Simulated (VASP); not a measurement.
A run of VASP 6.6.1 is set up as follows.

INCAR

```
SYSTEM = FeSe2
PREC = Accurate
ENCUT = 520
EDIFF = 1E-6
ISMEAR = 0
SIGMA = 0.05
LREAL = .FALSE.
LASPH = .TRUE.
NELM = 100
ALGO = Normal
ISIF = 2
LWAVE = .FALSE.
LCHARG = .FALSE.
MAGMOM = -0.49 -0.323 1.337 0 0 0 0 0 0
LORBIT = 11
LSORBIT = .TRUE.
GGA_COMPAT = .FALSE.
LORBMOM = .TRUE.
LMAXMIX = 4
LDAU = .TRUE.
LDAUTYPE = 2
LDAUL = 2 -1
LDAUU = 8 0
LDAUJ = 0 0
LDAUPRINT = 1
GGA = CA
```

File KPOINTS:

```
Automatic mesh
0
G
  5 5 5
  0 0 0
```

File POSCAR:

```
FeSe2
1.0
    0.0000000000      3.0738461500      3.0738461500
    3.0738461500      0.0000000000      3.0738461500
    3.0738461500      3.0738461500      0.0000000000
Fe Se
1 2
Direct
    0.0000000000      0.0000000000      0.0000000000
    0.2500000000      0.2500000000      0.2500000000
    0.7500000000      0.7500000000      0.7500000000
```

Potentials or basis: VASP PAW LDA potentials, release 64 (Fe, Se).

The run is started by

```console
$ cat potpaw_LDA.64/Fe/POTCAR potpaw_LDA.64/Se/POTCAR > POTCAR
$ mpirun -np 1 vasp_ncl > vasp.out
```

Task: What does it give for the net moment?

Result: 3.67 μB per cell.

Task: Predict the pressure.

Result: 1.2 GPa.

Stress tensor (GPa, compression positive):
```
 0.31  0.00 -0.03
 0.00  1.99  0.06
-0.03  0.06  1.18
```

Caveat: a cell with one magnetic atom can't hold antiferromagnetic order, which such compounds often take. The state reached can hang on the start; a lower one may exist.
